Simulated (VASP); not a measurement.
Consider the following.

```
CELL_PARAMETERS angstrom
      0.00000     2.64467     2.64467
      2.64467     0.00000     2.64467
      2.64467     2.64467     0.00000
ATOMIC_POSITIONS crystal
  Mg 0.00000 0.00000 0.00000
  S  0.50000 0.50000 0.50000
```

Level of theory: vdW-DF2, VASP's PBE PAW potentials (set 64) (plane waves; VASP 6.6.1). Settings: 520 eV cut-off, Gaussian smearing of 0.050 eV, potentials Mg S.

### Question
Give the energies of bands 2 to 7 at the high-symmetry points, in eV from the valence-band maximum.

### Answer

```tsv
band	Γ	X	U	L	W
2	0.00	-3.75	-3.28	-4.41	-2.86
3	0.00	-1.51	-2.88	-0.51	-2.86
4	0.00	-1.51	-1.21	-0.51	-2.15
5	3.52	2.70	3.94	4.89	5.01
6	8.27	5.01	6.95	7.01	8.02
7	8.27	11.85	9.56	7.01	8.24
```

The gap is indirect, 2.70 eV, from the valence maximum at Γ to the conduction minimum at X.

The compound is MgS in the rock salt structure. It was relaxed first, which changed the volume by +5 %.
